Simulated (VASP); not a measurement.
Consider the following.

```
HgTe
1.0
    0.00000     3.32799     3.32799
    3.32799     0.00000     3.32799
    3.32799     3.32799     0.00000
Hg Te
1 1
Cartesian
  0.00000   0.00000   0.00000
  4.99199   4.99199   4.99199
```

These are PBE GGA, VASP's PBE PAW potentials (set 64) (plane waves; VASP 6.6.1) values and carry that method's errors. Run with 480 eV cut-off, 9×9×9 Γ-centred mesh, first-order Methfessel-Paxton smearing of 0.10 eV, potentials Hg Te.

Unless said otherwise, spin-orbit coupling is left out, though it shifts the bands of the heavy elements here.

Problem. Predict the energy per atom (σ→0), band gap (on the k-mesh) with the smallest direct gap where there is one.

Solution. 
The band gap (on the k-mesh) is none (metal, semimetal or under 0.01 eV) and the energy per atom (σ→0) comes out as -1.826 eV/atom.

The compound is HgTe in the zinc blende structure. It was relaxed first, which changed the volume by +9 %. The start is the result of an earlier pass.
